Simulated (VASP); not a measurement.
# Ag3F: relaxation of cell and atoms with BLYP+D3(BJ)

The system is Ag3F.

```xyz
4
Lattice="0.0000 3.2161 3.2161 3.2161 0.0000 3.2161 3.2161 3.2161 0.0000" Properties=species:S:1:pos:R:3 pbc="T T T"
Ag    1.6080    1.6080    1.6080
Ag    4.8241    4.8241    4.8241
Ag    3.2161    3.2161    3.2161
F     0.0000    0.0000    0.0000
```

The cell was built by a generator and needn't be a form met in nature.

```
Program                : VASP 6.6.1
Task                   : relaxation of cell and atoms
Functional             : BLYP
Dispersion             : D3(BJ)
Potentials or basis    : VASP PAW PBE potentials, release 64 (Ag, F)
Cutoff                 : 600 eV
k mesh                 : 5 × 5 × 5
Occupations            : fermi-dirac, width 0.05 eV
Spin                   : no spin polarisation
Further INCAR settings : ALGO = Normal; EDIFF = 1e-07; IBRION = 2; EDIFFG = -0.02; NSW = 60; ISIF = 3
```

```yaml
Relaxed_volume: 15.90 Å³/atom
Relaxed_cell: a = 4.480 Å, b = 4.480 Å, c = 4.480 Å, α = 60.00°, β = 60.00°, γ = 60.00°
Space_group_after_relaxing_to_0.05_Å: Fm-3m (No. 225)
Energy_gained_by_relaxing: 8.3 meV/atom
Ionic_steps: 3
Pressure_after_relaxing: 0.0 GPa
Band_gap_on_the_k_mesh: none (metal or under the smearing width)
Dispersion_energy_per_atom: -0.915 eV
```

Step by step:
| step | energy change (eV) | largest force (eV/Å) | pressure (GPa) | volume (Å³) |
| --- | --- | --- | --- | --- |
| 1 | 0.0000 | 0.0000 | -3.43 | 66.53 |
| 2 | -0.0325 | 0.0000 | 0.61 | 63.16 |
| 3 | -0.0333 | 0.0000 | 0.00 | 63.58 |

Final structure:
```
Ag F
1.0
     0.00000    3.16791    3.16791
     3.16791    0.00000    3.16791
     3.16791    3.16791    0.00000
Ag F
3 1
Direct
  0.25000 0.25000 0.25000
  0.75000 0.75000 0.75000
  0.50000 0.50000 0.50000
  0.00000 0.00000 0.00000
```

Levels at points of the mesh, in eV from the Fermi level:
```tsv
k point	band 17	band 18	band 19	band 20	band 21	band 22	band 23	band 24
(0.00, 0.00, 0.00)	-3.06	-2.96	-2.96	-2.96	6.59	6.59	6.59	7.14
```

It took 100 s on 1 thread of AMD EPYC 9R45 96-Core Processor (Zen 5), with other jobs on the host, peak memory 0.2 GiB.

Caveat: the PAW data sets were made with another functional, which shifts forces and pressure a little; pairwise dispersion overbinds metals, which lowers pressure and volume.
